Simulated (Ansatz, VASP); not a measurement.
# Cross-check of Zr2Al8PbO5 (1 units of PbZrO3 (001), ZrO2 faces on Al(100)) between VASP and Ansatz, part 2 of 2

One calculation is typed for both programs; each brings its own data sets and cutoff. How far apart do they land?

VASP 6.6.1 and Ansatz 0.2.0.

So far: The structure; VASP: single point, PBEsol with D3(BJ).

### Step 3. Ansatz: single point, PBEsol with D3(BJ)

Level of this step: Ansatz beside VASP: Kohn-Sham DFT, plane waves, PBEsol with D3(BJ) (Ansatz).

Ansatz runs on its default PAW (the set named soft_2) files.

The same cell, functional, mesh and smearing now go to Ansatz, which takes its cutoff from its data sets.

input.yaml reads:

```yaml
crystal:
  lattice:
    - [4.16, 0.0, 0.0]
    - [0.0, 4.16, 0.0]
    - [0.0, 0.0, 31.2141469282]
  atoms:
    - { symbol: Al, position: [0.0, 0.5, 0.2935150335] }
    - { symbol: Al, position: [0.5, 0.0, 0.2935150335] }
    - { symbol: Al, position: [0.0, 0.0, 0.3567412274] }
    - { symbol: Al, position: [0.5, 0.5, 0.3581571872] }
    - { symbol: Al, position: [0.0, 0.5, 0.4203471494] }
    - { symbol: Al, position: [0.5, 0.0, 0.4203471494] }
    - { symbol: Al, position: [0.0, 0.0, 0.4775793883] }
    - { symbol: Al, position: [0.5, 0.5, 0.4971691575] }
    - { symbol: Zr, position: [0.0, 0.0, 0.5746216156] }
    - { symbol: Zr, position: [0.0, 0.0, 0.7009495119] }
    - { symbol: O, position: [0.5, 0.0, 0.5757202468] }
    - { symbol: O, position: [0.0, 0.5, 0.5757202468] }
    - { symbol: O, position: [0.0, 0.0, 0.638895479] }
    - { symbol: O, position: [0.5, 0.0, 0.7020489248] }
    - { symbol: O, position: [0.0, 0.5, 0.7020489248] }
    - { symbol: Pb, position: [0.5, 0.5, 0.6415131356] }
hamiltonian:
  xc: pbesol
  pseudopotentials: { kind: paw }
  dispersion: d3bj
kpoints:
  mp_grid: { grid: [8, 8, 1] }
scf:
  occupations: { method: fermi_dirac, width: 0.1 }
  n_extra_bands: 8
efield:
  axis: 3
  dipole_correction: true
  ramp_width: 0.04
output:
  forces: true
  eigenvalues: true
  write_density: true
  write_potential: true
  elf: true
  volumetric_format: npy
```

Command:

```sh
ansatz run input.yaml --threads 4 --pin off --max-ram 9216MiB --backend cpu --events-out ev --progress --plain --runs-dir out
```

Numbers of over 12 decimals in the logs are rounded to 6 here.

Output:

```text
scf.n_extra_bands = 8 over 46 filled bands (N_el = 92.0): the run solves 54 bands
Engine: ansatz 0.2.0, aarch64-unknown-linux-gnu
Pseudopotentials: kind: paw
Pseudopotential: Al, paw, valence charge 3, recommended cutoff 420 eV (normal), Al.paw.azcp
Pseudopotential: Zr, paw, valence charge 12, recommended cutoff 420 eV (normal), Zr.paw.azcp
Pseudopotential: O, paw, valence charge 6, recommended cutoff 420 eV (normal), O.paw.azcp
Pseudopotential: Pb, paw, valence charge 14, recommended cutoff 420 eV (normal), Pb.paw.azcp
Functional definition: PBEsol
  exchange = pbesol_x
  correlation = pbesol_c
Crystal: 16 atoms, lattice volume = 540.180 Å³
Basis set: ecut = 420 eV, 10473 PW (Γ), exchange–correlation on 60×60×432 points (8 copies of the dense FFT grid, shifted against one another)
Bands: 54, of which v1, the nominal top of the filled ones, is band 46 counted from 1 (45 counted from 0)
Symmetry: 8 space group operations
Space group: P4mm (ITA 99), of the structure as read, at distance tolerance 8.1e-5 Å
k-points: 15 of 64
Non-local potential: Al, projectors of the file, l = 0: 2, l = 1: 2, l = 2: 1
Non-local potential: Zr, projectors of the file, l = 0: 3, l = 1: 2, l = 2: 2, l = 3: 2
Non-local potential: O, projectors of the file, l = 0: 2, l = 1: 2, l = 2: 1
Non-local potential: Pb, projectors of the file, l = 0: 2, l = 1: 2, l = 2: 2, l = 3: 2
PAW form: soft (Blöchl's): semilocal exchange-correlation on the pseudo side does not see the compensation charge
PAW frozen core: Al, regenerated for the run's functional, and the local potential with it (the file was generated under x = pbe(κ = 0.804, μ = 0.219515), c = pbe(β = 0.066725))
PAW frozen core: Zr, regenerated for the run's functional, and the local potential with it (the file was generated under x = pbe(κ = 0.804, μ = 0.219515), c = pbe(β = 0.066725))
PAW frozen core: O, regenerated for the run's functional, and the local potential with it (the file was generated under x = pbe(κ = 0.804, μ = 0.219515), c = pbe(β = 0.066725))
PAW frozen core: Pb, regenerated for the run's functional, and the local potential with it (the file was generated under x = pbe(κ = 0.804, μ = 0.219515), c = pbe(β = 0.066725))
PAW one-centre angular grid: Al, 110 points (default); XC on 64 Gauss nodes
PAW one-centre angular grid: Zr, 590 points (default); XC on 64 Gauss nodes
PAW one-centre angular grid: O, 110 points (default); XC on 64 Gauss nodes
PAW one-centre angular grid: Pb, 590 points (default); XC on 64 Gauss nodes
Initial density: superposition of atomic densities (neutral atoms: chi_scale 0, normalization atom), corrected by the library's trained network
Initial wavefunctions: pseudopotential atomic-orbital guess
Functional: x = pbesol(κ = 0.804, μ = 0.123457), c = pbesol(β = 0.046)
SCF iter   1: F=—  HF=-27021.307626 eV  |F-HF|=—  |Δ(HF+E_count)|=         —  Δρ=6.94e-3  dr2=2.89e-1  ethr=1.77e-3  p=0.105 e·Å  D=3.51e-2 V/Å  ΔV_dip=-1.09 eV  dr2_dipole=1.03e-2  V_vac-E_F(+/−)=3.16/4.25 eV  ⟨swp⟩=10.5  Hψ=4387  notcnv=0
efield: sawtooth ramp at fractional position 0.9778 (placed from the atoms, in the widest stretch of the axis that holds none; the zero of the levels goes with the place), width 0.0400; the density the first Hamiltonian is built on has a dipole p = 0.105 e·Å; the dipole correction subtracts the counter field D = 3.51e-2 V/Å, which shifts the + side's vacuum level by -1.09 eV against the − side's; the planar-averaged density in the ramp window peaks in size at 7.1e-6 e/Å³
preconditioner: auto → LDOS  [metal: Δε(μ)=0.069 eV  Ē_g=9.059 eV  σ=0.100 eV  W_gap=0.17  n_scr=72 (ndim 8)  ℏωp=13.9 eV  f_vac=0.472  D(μ)=3.37/eV (n_scr^D=10)  β→1.0]
SCF iter   2: F=—  HF=-27021.567705 eV  |F-HF|=—  |Δ(HF+E_count)|=   2.60e-1  Δρ=1.66e-2  dr2=1.35e0  ethr=3.14e-4  p=0.058 e·Å  D=1.95e-2 V/Å  ΔV_dip=-0.61 eV  dr2_dipole=2.68e-3  V_vac-E_F(+/−)=3.82/4.43 eV  ⟨swp⟩=4.0  Hψ=1959  notcnv=0  recentre
SCF iter   3: F=—  HF=-27021.251634 eV  |F-HF|=—  |Δ(HF+E_count)|=   3.16e-1  Δρ=1.73e-3  dr2=1.78e-2  ethr=3.14e-4  p=0.087 e·Å  D=2.92e-2 V/Å  ΔV_dip=-0.91 eV  dr2_dipole=2.86e-4  V_vac-E_F(+/−)=3.46/4.37 eV  ⟨swp⟩=3.0  Hψ=1860  notcnv=0
SCF iter   4: F=—  HF=-27021.249453 eV  |F-HF|=—  |Δ(HF+E_count)|=   2.18e-3  Δρ=1.01e-3  dr2=1.02e-2  ethr=1.94e-5  p=0.102 e·Å  D=3.43e-2 V/Å  ΔV_dip=-1.07 eV  dr2_dipole=7.71e-4  V_vac-E_F(+/−)=3.33/4.40 eV  ⟨swp⟩=2.2  Hψ=1412  notcnv=0
SCF iter   5: F=—  HF=-27021.247997 eV  |F-HF|=—  |Δ(HF+E_count)|=   1.46e-3  Δρ=2.40e-4  dr2=5.69e-4  ethr=1.11e-5  p=0.093 e·Å  D=3.11e-2 V/Å  ΔV_dip=-0.97 eV  dr2_dipole=7.79e-5  V_vac-E_F(+/−)=3.44/4.41 eV  ⟨swp⟩=2.0  Hψ=1152  notcnv=0
SCF iter   6: F=—  HF=-27021.247976 eV  |F-HF|=—  |Δ(HF+E_count)|=   2.19e-5  Δρ=1.14e-4  dr2=1.18e-4  ethr=6.19e-7  p=0.096 e·Å  D=3.22e-2 V/Å  ΔV_dip=-1.01 eV  dr2_dipole=5.32e-6  V_vac-E_F(+/−)=3.41/4.42 eV  ⟨swp⟩=2.1  Hψ=1397  notcnv=0
SCF iter   7: F=—  HF=-27021.247992 eV  |F-HF|=—  |Δ(HF+E_count)|=   1.66e-5  Δρ=4.54e-5  dr2=1.96e-5  ethr=1.28e-7  p=0.097 e·Å  D=3.23e-2 V/Å  ΔV_dip=-1.01 eV  dr2_dipole=1.52e-6  V_vac-E_F(+/−)=3.42/4.43 eV  ⟨swp⟩=2.0  Hψ=1211  notcnv=0
SCF iter   8: F=—  HF=-27021.248596 eV  |F-HF|=—  |Δ(HF+E_count)|=   6.04e-4  Δρ=2.06e-5  dr2=2.58e-6  ethr=2.14e-8  p=0.097 e·Å  D=3.24e-2 V/Å  ΔV_dip=-1.01 eV  dr2_dipole=3.13e-7  V_vac-E_F(+/−)=3.42/4.43 eV  ⟨swp⟩=2.0  Hψ=1288  notcnv=0
SCF iter   9: F=—  HF=-27021.248596 eV  |F-HF|=—  |Δ(HF+E_count)|=   3.62e-7  Δρ=7.25e-6  dr2=2.39e-7  ethr=2.80e-9  p=0.097 e·Å  D=3.25e-2 V/Å  ΔV_dip=-1.01 eV  dr2_dipole=7.57e-10  V_vac-E_F(+/−)=3.42/4.43 eV  ⟨swp⟩=2.1  Hψ=1402  notcnv=0
SCF iter  10: F=-27021.248597 eV  HF=-27021.248597 eV  |F-HF|=7.67e-8  |Δ(HF+E_count)|=   3.11e-7  Δρ=2.61e-6  dr2=4.01e-8  ethr=1.09e-10  p=0.097 e·Å  D=3.25e-2 V/Å  ΔV_dip=-1.01 eV  dr2_dipole=4.69e-10  V_vac-E_F(+/−)=3.42/4.43 eV  ⟨swp⟩=16.1  Hψ=7467  notcnv=0
SCF 1 converged in 10 iterations: F = -27021.248597 eV  dr2 = 4.01e-8
  greatest PAW one-centre occupation: 0.996 electrons in one spin orbital (limit 2), on the Zr atom at site 9 (counted from 0), in its partial waves of l = 0
WARN: The output density's exchange-correlation potential varies sharply where the density is thin. Do not read a vacuum level from v_tot or v_xc, or from such a field of the output density. On a cell that repeats whose density bears no net charge and no dipole along the vacuum's axis use v_es (v_loc + v_h of the components); under efield.dipole_correction with no amplitude use v_es + v_field, which holds any externa [...]
SCF converged after 10 iterations
Free energy (F): -27021.248597 eV
Harris-Foulkes:  -27021.248597 eV  (|F-HF|=7.67e-8)
Internal energy: -27021.132707 eV  (E = F + TS)
E sigma→0 (E₀):  -27021.190652 eV
Entropy (-TS):   -0.115889 eV (-7.243 meV/atom)
Fermi energy:    1.997356 eV
Dipole field:    D = 0.032479 V/Å  (p = 0.096956 e·Å, saw-weighted, corrected)
Work function:   Φ+ = 3.4164 eV   Φ− = 4.4302 eV
Levels:          The Fermi level and band energies are counted from a zero that moves with the ramp; work functions are not
--- Per-component energies (eV) ---
  E_band       = -895.172070
  E_kinetic    = 1993.017249
  E_local      = -88807.559520  (includes V_loc(G=0)·N_el)
  E_nonlocal   = 833.000734
  E_hartree    = 43496.582009
  E_xc         = -1213.471794
  E_vxc        = -1205.816626  (∫ρ·V_xc dr)
  E_paw        = -20446.982441  (= ΣΔE_a)
  E_vpaw       = -693.888642  (= ΣTr[D̂ρ^β])
  E_aug_tail   = 0.012283  (compensation charges beyond the density's cutoff)
  E_efield     = 0.001574  (sawtooth field / dipole correction)
  E_vefield    = -7.104341  (∫n·V_field dr)
  E_ewald      = 37126.813624
  E_disp       = -3.269535  (pairwise vdW)
  E_core_change = 0.723109  (= ΣΔE_core)
  E_smearing   = -0.115889  (= −TS)
  E_closure    = -0.000000  (closes the sum)
  Σ components = -27021.248597   (vs F -27021.248597, Δ=0.00e0)
--- Forces (eV/Å), atoms counted from 1 ---
  atom   1  Al    -0.00000000     0.00000000     0.02210263
  atom   2  Al     0.00000000     0.00000000     0.02210263
  atom   3  Al    -0.00000000     0.00000000     0.01037990
  atom   4  Al    -0.00000000     0.00000000     0.00889310
  atom   5  Al     0.00000000     0.00000000     0.01427417
  atom   6  Al     0.00000000     0.00000000     0.01427417
  atom   7  Al     0.00000000     0.00000000     0.02344588
  atom   8  Al     0.00000000     0.00000000    -0.00674652
  atom   9  Zr    -0.00000000     0.00000000     0.00668517
  atom  10  Zr    -0.00000000     0.00000000    -0.07181161
  atom  11  O     -0.00000000     0.00000000    -0.05986937
  atom  12  O     -0.00000000     0.00000000    -0.05986937
  atom  13  O     -0.00000000     0.00000000     0.02522395
  atom  14  O     -0.00000000     0.00000000     0.03702096
  atom  15  O      0.00000000     0.00000000     0.03702096
  atom  16  Pb    -0.00000000     0.00000000    -0.02311495
  max |Σ_I F_I| component: 1.17e-5 eV/Å
--- Band table (eV; the first three rows and the last of 15) ---
  k-point 0: bands = [... 42 lower, 0.8547, 0.8547, 0.9447, 2.0373, 2.1472, 2.6686, 2.6686, 3.4623, ... 4 higher]
  k-point 1: bands = [... 42 lower, 0.9699, 0.9744, 1.4364, 2.0878, 2.3761, 2.7786, 3.4056, 3.5986, ... 4 higher]
  k-point 2: bands = [... 42 lower, 1.0080, 1.2429, 1.3336, 2.3366, 2.6428, 3.0927, 3.8573, 3.9622, ... 4 higher]
  k-point 14: bands = [... 42 lower, -0.1057, -0.1057, 0.7573, 0.8059, 1.6713, 2.2319, 2.2319, 2.2555, ... 4 higher]
```

It took 19 s on 4 threads of Arm Neoverse V1, shared host; peak memory 1.2 GiB; 75 s of CPU time.

### Step 4. Side by side

Known differences besides the potentials themselves: the data sets hold 92 valence electrons in Ansatz (default PAW (the set named soft_2) files) and 82 in VASP; the cutoff is 420 eV in Ansatz and 400 eV in VASP (PREC = Normal, projectors in real space); Ansatz makes its cores anew for this functional, VASP keeps those of its PBE data sets; VASP leaves aspherical gradient terms in its spheres out (LASPH is not set), Ansatz keeps them. Total energies have different zeros and are not compared.

Compared:

| quantity | Ansatz | VASP | difference |
| --- | --- | --- | --- |
| work function, lower of the two faces (eV) | 3.42 | 3.40 | +0.01 |
| work function, higher of the two faces (eV) | 4.43 | 4.42 | +0.01 |

At this near-relaxed geometry the largest component of a force difference is 57 meV/Å. VASP's log warns that it found no field-free region in the vacuum, so its work functions are uncertain.

### Step 5. Further runs

Further runs change the set-up of one program: Ansatz's method, potentials or start, or VASP's data sets, cutoff or form of LDA. The table gives Ansatz less VASP for each quantity, since a change that brings one quantity closer may part another.

| run | r.m.s. force difference (meV/Å) | work function, lower of the two faces (eV) | work function, higher of the two faces (eV) |
| --- | --- | --- | --- |
| as above | 18 | 0.014 | 0.011 |
| cores kept as stored | 18 | 0.012 | 0.010 |

### Step 6. What came out

| Property | Result |
| --- | --- |
| r.m.s. force difference (single point, PBEsol with D3(BJ)) | 18 meV/Å |

What this shows: The r.m.s. force difference is 18 meV/Å (single point, PBEsol with D3(BJ)), beyond the 12 meV/Å picked in this series as the mark of a large difference. For single point, PBEsol with D3(BJ), no further run moves any of the tabulated differences by more than a quarter of its size. 2 further runs of this series are not shown here. How closely two codes agree says nothing of how well the functional describes the real material.

[Lines on the potential files, build, host, timing and source positions are cut from VASP's logs without a mark.]

[Logs are printed without paths, hosts, clocks, repeated set-up lines and the standing remarks that a program may print on its own settings, such as how far it seeks lower states.]

[Hosts, paths, dates, database ids (printed as entryN), source tags and the programs' standing remarks are cut or masked in the printed files.]
